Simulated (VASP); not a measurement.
OSZICAR of a VASP run on Mg31FO31:

**OSZICAR**
```
       N       E                     dE             d eps       ncg     rms          rms(c)
DAV:   1    -0.364285260372E+03   -0.36429E+03   -0.11125E-03  1072   0.988E-02    0.185E-01
RMM:   2    -0.364285052000E+03    0.20837E-03   -0.29095E-03   759   0.851E-02    0.250E-01
RMM:   3    -0.364284973137E+03    0.78862E-04   -0.79745E-04   683   0.570E-02    0.735E-02
RMM:   4    -0.364284960954E+03    0.12183E-04   -0.26159E-04   724   0.293E-02    0.102E-02
RMM:   5    -0.364284969899E+03   -0.89447E-05   -0.21646E-05   675   0.103E-02    0.729E-03
RMM:   6    -0.364284970584E+03   -0.68544E-06   -0.59982E-06   593   0.390E-03
   1 F= -.36428497E+03 E0= -.36426558E+03  d E =-.387763E-01  mag=     2.0000
```

**Question.** Which electronic solver shows in the log?

**Answer.** It is blocked Davidson (ALGO = Normal, or the opening steps of other solvers) and then RMM-DIIS (ALGO = Fast or VeryFast). The INCAR had ALGO = Fast.

**Question.** How was spin treated?

**Answer.** Collinear spin (ISPIN = 2): the summary line carries one mag value, 2.00 μB in the cell.

**Question.** Can the final energy be trusted as converged?

**Answer.** The run converged. It stopped with EDIFF = 1E-6, NELM = 100 (PBE GGA, plane waves, VASP's PBE PAW potentials (set 64)).  The cell is charged, with a uniform compensating background.  The supercell is sampled at Γ alone, which is coarse: total energies, pressure and levels can be off, energies of defects by several tenths of an eV.

The cell is a supercell with a defect, built from MgO (rock salt): F_O-vac_Mg, charge -1. The total moment is imposed (NUPDOWN), so this need not be the lowest spin state.
